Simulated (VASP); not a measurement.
Here is the system:

```xyz
3
Lattice="1.8364 1.0602 5.5674 -1.8364 1.0602 5.5674 0.0000 -2.1205 5.5674" Properties=species:S:1:pos:R:3 pbc="T T T"
Ge     0.0000     0.0000     0.0000
Se     0.0000     0.0000     4.2090
Se     0.0000     0.0000    12.4932
```

These are PBE GGA, VASP's PBE PAW potentials (set 64) (plane waves; VASP 6.6.1) values and carry that method's errors. Run with 300 eV cut-off, 6×6×6 Γ-centred mesh, Fermi-Dirac smearing of 0.10 eV, potentials Ge_d Se.

At this cut-off the stress carries a Pulay error, which pulls relaxed volumes low.

### Question
What does the run give for the energy per atom (σ→0), pressure, band gap (on the k-mesh) with the smallest direct gap where there is one?

### Answer

The band gap (on the k-mesh) is none (metal, semimetal or under 0.01 eV) and the energy per atom (σ→0) is -3.864 eV/atom. The pressure comes out as 7.02 GPa.

The absolute energy has meaning only against runs of the same code, potentials and settings.

The structure was generated: GeSe2 was put into an ordered model structure, which need not be its known phase. The cell was not relaxed at this level. The k-mesh is coarse (spacing up to 0.34 per Å, 2π included), so the numbers may not be converged in it.
